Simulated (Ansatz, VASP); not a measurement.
**Ga2Cu (P4/mmm, 3 atoms in the cell) computed with different codes at matched settings**

Self-consistent single point, at a second geometry (lattice scaled by 0.98). First geometry:

```yaml
crystal:
  lattice:
    - [2.79944, 0.00000, 0.00000]
    - [0.00000, 2.79944, 0.00000]
    - [0.00000, 0.00000, 5.80334]
  atoms:
    - { symbol: Ga, position: [0.50000, 0.50000, 0.28432] }
    - { symbol: Ga, position: [0.50000, 0.50000, 0.71568] }
    - { symbol: Cu, position: [0.00000, 0.00000, 0.00000] }
```

Shared settings, as Ansatz (a program for electronic structure) writes them: kpoints.mp_grid.grid = 8 8 4; scf.occupations.method = gaussian; scf.occupations.width = 0.136 eV. Potentials and cutoffs stand in the table.

| code | model | ΔF from the first geometry (meV/atom) | pressure (GPa) | largest force (eV/Å) | cutoff |
|---|---|---|---|---|---|
| VASP | LDA (PZ), VASP's LDA PAW potentials (set 64) | -8.2 | 0.90 | 0.007 | 300 eV |
| Ansatz | LDA (PW92), PAW files made with PBE | -10.8 | 1.40 | 0.026 | default |

For VASP (by 1.0 GPa) the energy change implies a higher mean pressure, against the two pressures, than for the other programs: a sign of finite-basis (Pulay) stress.

On Ansatz's run: spin polarisation is off.

The spread over the programs that give each value: ΔF from the first geometry within 2.6 meV/atom; pressure within 0.50 GPa; largest force within 0.019 eV/Å.

Ansatz's pressure is given at a fixed set of plane waves, as the other plane-wave codes print theirs; with its correction for the finite basis it is 1.45 GPa. The same LDA comes in different parametrisations, which differ slightly.

VASP's run is marked for a possible Pulay error in its stress at this cutoff; no cutoff test was made.

The starting cell comes from a database of computed structures (which also holds hypothetical and non-ambient phases and stackings), without a prior relaxation at this level. For this run, on top of that: lattice scaled by 0.98.

Left out of this page: Quantum ESPRESSO, GPAW, CP2K, Elk, FLEUR and SIESTA (not drawn, or without a comparable value); ABINIT (with a known weakness of the program).

Keys are those of Ansatz 0.2.
